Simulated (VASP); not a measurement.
OSZICAR of a VASP run on ZrB$_{2}$ (AlB2 type):

### OSZICAR
```
       N       E                     dE             d eps       ncg     rms          rms(c)
DAV:   1     0.110224752908E+03    0.11022E+03   -0.98837E+03  6760   0.138E+03
DAV:   2    -0.220757791136E+02   -0.13230E+03   -0.12780E+03  7927   0.335E+02
DAV:   3    -0.275466208239E+02   -0.54708E+01   -0.53922E+01 10957   0.598E+01
DAV:   4    -0.276641366923E+02   -0.11752E+00   -0.11744E+00  8574   0.814E+00
DAV:   5    -0.276678330018E+02   -0.36963E-02   -0.36962E-02 10556   0.103E+00    0.213E+01
DAV:   6    -0.249883879852E+02    0.26794E+01   -0.80550E+00  8271   0.200E+01    0.860E+00
DAV:   7    -0.249634158892E+02    0.24972E-01   -0.87529E-01 10396   0.609E+00    0.315E+00
DAV:   8    -0.249642328573E+02   -0.81697E-03   -0.91456E-02  8111   0.281E+00    0.779E-01
DAV:   9    -0.249617444214E+02    0.24884E-02   -0.15546E-02  8628   0.103E+00    0.140E-01
DAV:  10    -0.249617036563E+02    0.40765E-04   -0.87261E-04  8782   0.277E-01    0.425E-02
DAV:  11    -0.249617170886E+02   -0.13432E-04   -0.31334E-05  9014   0.667E-02    0.141E-02
DAV:  12    -0.249617169561E+02    0.13249E-06   -0.20868E-06  6599   0.157E-02
   1 F= -.24961717E+02 E0= -.24901278E+02  d E =-.120878E+00
```

Problem. Which electronic solver shows in the log?

Solution. It is blocked Davidson (ALGO = Normal, or the opening steps of other solvers). The INCAR had ALGO = Normal.

Problem. Can the final energy be trusted as converged?

Solution. Self-consistency was reached. It stopped with EDIFF = 1E-6, NELM = 100 (PBE GGA, plane waves, VASP's PBE PAW potentials (set 64)).

The compound is ZrB2 in the AlB2 type structure. The cell was not relaxed at this level, atoms are displaced from their ideal sites. The run is one of a series of settings (ISMEAR = -1, SIGMA = 0.3 against the base run), some of them coarse on purpose.
